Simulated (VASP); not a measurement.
Given:

```xyz
6
Lattice="4.8881 0.0000 0.0000 0.0000 4.8881 0.0000 0.0000 0.0000 3.3360" Properties=species:S:1:pos:R:3 pbc="T T T"
Pb     0.0000     0.0000     0.0000
Pb     2.4440     2.4440     1.6680
O      1.5027     1.5027     0.0000
O      3.3853     3.3853     0.0000
O      0.9413     3.9468     1.6680
O      3.9468     0.9413     1.6680
```

Method: PBE GGA, VASP's PBE PAW potentials (set 64) (plane waves; VASP). Numerical set-up: 400 eV cut-off, 6×6×8 Γ-centred mesh, Gaussian smearing of 0.14 eV, potentials Pb_d O.

At this cut-off the stress carries a Pulay error, which pulls relaxed volumes low.

Problem. Which forces act on the atoms, in eV/Å?

Solution. 
```json
[
 {"atom": "Pb1", "Fx": "0.000", "Fy": "0.000", "Fz": "0.000"},
 {"atom": "Pb2", "Fx": "0.000", "Fy": "0.000", "Fz": "0.000"},
 {"atom": "O3", "Fx": "-0.163", "Fy": "-0.163", "Fz": "0.000"},
 {"atom": "O4", "Fx": "0.163", "Fy": "0.163", "Fz": "0.000"},
 {"atom": "O5", "Fx": "0.163", "Fy": "-0.163", "Fz": "0.000"},
 {"atom": "O6", "Fx": "-0.163", "Fy": "0.163", "Fz": "0.000"}
]
```

Problem. Give the stress tensor in GPa (positive for a compressed cell).

Solution. 
```
10.64   0.00   0.00
 0.00  10.64   0.00
 0.00   0.00  15.88
```
The pressure is its mean diagonal, 12.38 GPa.

The structure comes from a computed database's PbO2 entry; how it stands against other phases isn't given here. The cell was not relaxed at this level.
